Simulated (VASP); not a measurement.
Here is the system:

```
CELL_PARAMETERS angstrom
      1.67684    -2.90437     0.00000
      1.67684     2.90437     0.00000
      0.00000     0.00000     5.52558
ATOMIC_POSITIONS crystal
  Ti 0.00000 0.00000 0.00000
  S  0.33333 0.66667 0.25915
  S  0.66667 0.33333 0.74085
```

Method: PBE GGA with D3 dispersion (Becke-Johnson damping), VASP's PBE PAW potentials (set 64) (plane waves; VASP). Numerical set-up: 520 eV cut-off, 12×12×6 Γ-centred mesh, tetrahedra with Blöchl corrections, potentials Ti_sv S.

**Question.** Estimate the energy per atom (σ→0), band gap (on the k-mesh) with the smallest direct gap where there is one.

**Answer.** 
| Quantity | Value |
|---|---|
| band gap (on the k-mesh) | none (metal, semimetal or under 0.01 eV) |
| energy per atom (σ→0) | -7.035 eV/atom |

Only differences to runs with the same potentials and settings are physical.

The compound is TiS2 in the 1T layered structure. It was relaxed first, which changed the volume by -6 %.
